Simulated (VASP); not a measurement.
The system is MgO.

```
Mg O
1.0
     0.00000    2.09700    2.09700
     2.09700    0.00000    2.09700
     2.09700    2.09700    0.00000
Mg O
1 1
Cartesian
  0.0000 0.0000 0.0000
  2.0970 2.0970 2.0970
```

The cell is a database's computed one.

Base run:

| Quantity | Value |
| --- | --- |
| Program | VASP 6.6.1 |
| Functional | PBE-EpsX |
| Potentials or basis | VASP PAW PBE potentials, release 64 (Mg, O) |
| Cutoff | 520 eV |
| k mesh | 8 × 8 × 8 |
| Occupations | gaussian, width 0.02 eV |
| Spin | no spin polarisation |

Its results: band gap on the k mesh 8.04 eV, direct; pressure -0.9 GPa.

Question: The run is repeated on the same cell with these changes: functional from PBE-EpsX to PBE0; further incar settings from ALGO = Normal; EDIFF = 1e-06 to ALGO = Normal; EDIFF = 1e-06; NBANDS = 11. What comes out?

Answer: Band gap on the k mesh 7.32 eV, direct; pressure 0.6 GPa.

Caveats: the PAW data sets were made with another functional, which shifts forces and pressure a little.

Not every run made on this cell is shown here.
